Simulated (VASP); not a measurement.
Input:

```yaml
crystal:
  lattice:
    - [0.00000, 2.36403, 2.36403]
    - [2.36403, 0.00000, 2.36403]
    - [2.36403, 2.36403, 0.00000]
  atoms:
    - { symbol: Ca, position: [0.00000, 0.00000, 0.00000] }
    - { symbol: O, position: [0.50000, 0.50000, 0.50000] }
```

These are revTPSS meta-GGA, VASP's PBE PAW potentials (set 64) (plane waves; VASP) values and carry that method's errors. Settings: 520 eV cut-off, 9×9×9 Γ-centred mesh, Gaussian smearing of 0.050 eV, potentials Ca_sv O.

**Question.** The job: CaO (rock salt), 2 atoms, revTPSS, static run, 520 eV, 9×9×9 Γ-centred mesh. Roughly how much core time does it take on a busy server core?

**Answer.** About 60 core-seconds (one run on a shared machine, a rough figure). It had 35 irreducible k-points, 12 bands, up to 725 plane waves and 25 electronic steps.

The compound is CaO in the rock salt structure. This cell is one point of a volume scan, at 0.94 of the reference volume.
